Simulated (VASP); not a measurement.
```xyz
6
Lattice="4.7288 0.0000 0.0000 0.0000 4.7288 0.0000 0.0000 0.0000 3.1962" Properties=species:S:1:pos:R:3 pbc="T T T"
Sn     0.0000     0.0000     0.0000
Sn     2.3644     2.3644     1.5981
O      1.4469     1.4469     0.0000
O      3.8114     0.9175     1.5981
O      0.9175     3.8114     1.5981
O      3.2819     3.2819     0.0000
```

The numbers are results of LDA (Ceperley-Alder, Perdew-Zunger), VASP's LDA PAW potentials (set 64) (plane waves; VASP), not measurements. Settings: 520 eV cut-off, 5×5×7 Γ-centred mesh, Gaussian smearing of 0.050 eV, potentials Sn_d O.

Unless said otherwise, spin-orbit coupling is left out, though it shifts the bands of the heavy elements here.

### Question
What does the run give for the energy per atom (σ→0), band gap (on the k-mesh) with the smallest direct gap where there is one?

### Answer

```json
{
 "band gap (on the k-mesh)": "1.14 eV",
 "smallest direct gap (on the k-mesh)": "1.14 eV",
 "energy per atom (σ→0)": "-679.9 kJ/mol of atoms"
}
```

The compound is SnO2 in the rutile structure. It was relaxed first.
